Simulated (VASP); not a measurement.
These are PBE GGA with D3 dispersion (Becke-Johnson damping), VASP's PBE PAW potentials (set 64) (plane waves; VASP) values and carry that method's errors.

VASP input:

File KPOINTS:
```
k-points along high-symmetry lines
15
Line-mode
Reciprocal
  0.000000   0.000000   0.000000 ! GAMMA
 -0.500000  -0.500000   0.000000 ! X

 -0.500000  -0.500000   0.000000 ! X
 -0.375000  -0.375000   0.250000 ! U

 -0.375000  -0.000000   0.375000 ! K
  0.000000   0.000000   0.000000 ! GAMMA

  0.000000   0.000000   0.000000 ! GAMMA
 -0.000000  -0.000000   0.500000 ! L

 -0.000000  -0.000000   0.500000 ! L
 -0.500000  -0.250000   0.250000 ! W

 -0.500000  -0.250000   0.250000 ! W
 -0.500000  -0.500000   0.000000 ! X
```

**INCAR**
```
SYSTEM = SiC
PREC = Accurate
ENCUT = 520
EDIFF = 1E-7
NELM = 100
ALGO = Normal
LREAL = .FALSE.
LASPH = .TRUE.
ISMEAR = 0
SIGMA = 0.05
GGA = PE
IVDW = 12
LWAVE = .FALSE.
LCHARG = .FALSE.
LORBIT = 11
ICHARG = 11
```

### POSCAR
```
SiC
1
   -0.0000000000     2.1741164551     2.1741164551
    2.1741164551     0.0000000000     2.1741164551
    2.1741164551     2.1741164551    -0.0000000000
Si C
1 1
Direct
  0.0000000000   0.0000000000   0.0000000000
  0.2500000000   0.2500000000   0.2500000000
```

POTCAR, in this order: Si C (PBE.64 set). Program: vasp_std. Read from the step before: CHGCAR.

What VASP printed:

**OUTCAR**
```
 ion  position               nearest neighbor table
   1  0.000  0.000  0.000-   2 1.88   2 1.88   2 1.88   2 1.88
   2  0.250  0.250  0.250-   1 1.88   1 1.88   1 1.88   1 1.88
  LATTYP: Found a face centered cubic cell.
 ALAT       =     4.3482329102
 Subroutine PRICEL returns:
 Original cell was already a primitive cell.
 Subroutine GETGRP returns: Found 24 space group operations
The static configuration has the point symmetry T_d .
The dynamic configuration has the point symmetry T_d .
 Subroutine INISYM returns: Found 24 space group operations
   k-points           NKPTS =     90   k-points in BZ     NKDIM =     90   number of bands    NBANDS=      8
   number of dos      NEDOS =    301   number of ions     NIONS =      2
   total plane-waves  NPLWV =  13824
   dimension x,y,z NGX =    24 NGY =   24 NGZ =   24
   dimension x,y,z NGXF=    48 NGYF=   48 NGZF=   48
   ions per type =               1   1
   PREC   = accura    normal or accurate (medium, high low for compatibility)
   ISTART =      0    job   : 0-new  1-cont  2-samecut
   ICHARG =     11    charge: 1-file 2-atom 10-const
   ISPIN  =      1    spin polarized calculation?
   LNONCOLLINEAR =      F non collinear calculations
   LSORBIT =      F    spin-orbit coupling
   INIWAV =      1    electr: 0-lowe 1-rand  2-diag
   ENCUT  =  520.0 eV  38.22 Ry    6.18 a.u.   5.72  5.72  5.72*2*pi/ulx,y,z
   NELM   =    100;   NELMIN=  2; NELMDL= -5     # of ELM steps
   EDIFF  = 0.1E-06   stopping-criterion for ELM
   LREAL  =      F    real-space projection
   NLSPLINE    = F    spline interpolate recip. space projectors
   LMAXMIX     =    2 max onsite mixed and CHGCAR
   VOSKOWN=      0    Vosko Wilk Nusair interpolation
   EDIFFG = 0.1E-05   stopping-criterion for IOM
   NSW    =      0    number of steps for IOM
   NBLOCK =      1;   KBLOCK =      1    inner block; outer block
   IBRION =     -1    ionic relax: 0-MD 1-quasi-New 2-CG
   NFREE  =      0    steps in history (QN), initial steepest desc. (CG)
   ISIF   =      2    stress and relaxation
   ISYM   =      2    0-nonsym 1-usesym 2-fastsym
   TEIN   =    0.0    initial temperature
   TEBEG  =    0.0;   TEEND  =   0.0 temperature during run
   SMASS  =  -3.00    Nose mass-parameter (am)
   PSTRESS=    0.0 pullay stress
   NELECT =       8.0000    total number of electrons
   EFERMI =   0.00;   METHOD = LEGACY
   ISMEAR =     0;   SIGMA  =   0.05  broadening in eV -4-tet -1-fermi 0-gaus
   IALGO  =     38    algorithm
   LDIAG  =      T    sub-space diagonalisation (order eigenvalues)
   IMIX   =      4    mixing-type and parameters
     AMIX     =   0.40;   BMIX     =  1.00
     AMIX_MAG =   1.60;   BMIX_MAG =  1.00
     AMIN     =   0.10
   GGA     = PE    functional components
   VOSKOWN =     0    Vosko Wilk Nusair interpolation
   LHFCALC =     F    Hartree Fock is set to
   LHFONE  =     F    Hartree Fock one center treatment
   AEXX    =    0.0000 exact exchange contribution
   IVDW    =    12    specifies the selected vdW correction
   LEPSILON=     F    determine dielectric tensor
   LRPA    =     F    only Hartree local field effects (RPA)
  energy-cutoff  :      520.00
  volume of cell :       20.55
      direct lattice vectors                 reciprocal lattice vectors
     0.000000000  2.174116455  2.174116455    -0.229978481  0.229978481  0.229978481
     2.174116455  0.000000000  2.174116455     0.229978481 -0.229978481  0.229978481
     2.174116455  2.174116455  0.000000000     0.229978481  0.229978481 -0.229978481
 k-point     1 :   0.0000 0.0000 0.0000  plane waves:     537
 k-point     2 :  -0.0357-0.0357 0.0000  plane waves:     537
 k-point     3 :  -0.0714-0.0714 0.0000  plane waves:     540
 k-point     4 :  -0.1071-0.1071 0.0000  plane waves:     544
 k-point     5 :  -0.1429-0.1429 0.0000  plane waves:     548
 k-point     6 :  -0.1786-0.1786 0.0000  plane waves:     564
 k-point     7 :  -0.2143-0.2143 0.0000  plane waves:     568
 k-point     8 :  -0.2500-0.2500 0.0000  plane waves:     560
 k-point     9 :  -0.2857-0.2857 0.0000  plane waves:     560
 k-point    10 :  -0.3214-0.3214 0.0000  plane waves:     556
...
```

File OSZICAR:
```
       N       E                     dE             d eps       ncg     rms          rms(c)
DAV:   1     0.619482818432E+01    0.61948E+01   -0.41231E+03  1480   0.837E+02
DAV:   2    -0.131978511369E+02   -0.19393E+02   -0.17943E+02  2192   0.983E+01
DAV:   3    -0.134792058139E+02   -0.28135E+00   -0.28135E+00  1632   0.150E+01
DAV:   4    -0.134800756633E+02   -0.86985E-03   -0.86985E-03  2360   0.882E-01
DAV:   5    -0.134800770360E+02   -0.13728E-05   -0.13728E-05  1648   0.179E-02
DAV:   6    -0.134800770478E+02   -0.11718E-07   -0.11646E-07  2312   0.111E-03
   1 F= -.14086374E+02 E0= -.14086374E+02  d E =-.202073E-11
```

### OUTCAR
```
 val. band max:        8.1825316453   @ k =   0.0000   0.0000   0.0000

 cond. band min:       9.5332914123   @ k =  -0.5000  -0.5000   0.0000



 k-point     1 :       0.0000    0.0000    0.0000
  band No.  band energies     occupation
      1      -7.2736      2.00000
      2       8.1825      2.00000
      3       8.1825      2.00000
      4       8.1825      2.00000
      5      14.4955      0.00000
      6      15.5369      0.00000
      7      15.5369      0.00000
      8      15.5369      0.00000

 k-point     2 :      -0.0357   -0.0357    0.0000
  band No.  band energies     occupation
      1      -7.2401      2.00000
      2       8.0754      2.00000
      3       8.1154      2.00000
      4       8.1154      2.00000
      5      14.5907      0.00000
      6      15.4485      0.00000
      7      15.6344      0.00000
      8      15.6344      0.00000

 k-point     3 :      -0.0714   -0.0714    0.0000
  band No.  band energies     occupation
      1      -7.1398      2.00000
      2       7.7759      2.00000
      3       7.9266      2.00000
      4       7.9266      2.00000
      5      14.7946      0.00000
      6      15.2463      0.00000
      7      15.9134      0.00000
      8      15.9134      0.00000

 k-point     4 :      -0.1071   -0.1071    0.0000
  band No.  band energies     occupation
      1      -6.9731      2.00000
      2       7.3319      2.00000
      3       7.6465      2.00000
      4       7.6465      2.00000
      5      14.6327      0.00000
      6      15.3455      0.00000
      7      16.3411      0.00000
      8      16.3411      0.00000

 k-point     5 :      -0.1429   -0.1429    0.0000
  band No.  band energies     occupation
      1      -6.7409      2.00000
      2       6.7900      2.00000
      3       7.3106      2.00000
      4       7.3106      2.00000
      5      14.1442      0.00000
      6      15.5800      0.00000
      7      16.8784      0.00000
      8      16.8784      0.00000
...
```

The density is held fixed in this step, so its total energy and stress have no physical meaning.

The compound is SiC in the zinc blende structure. It was relaxed first.
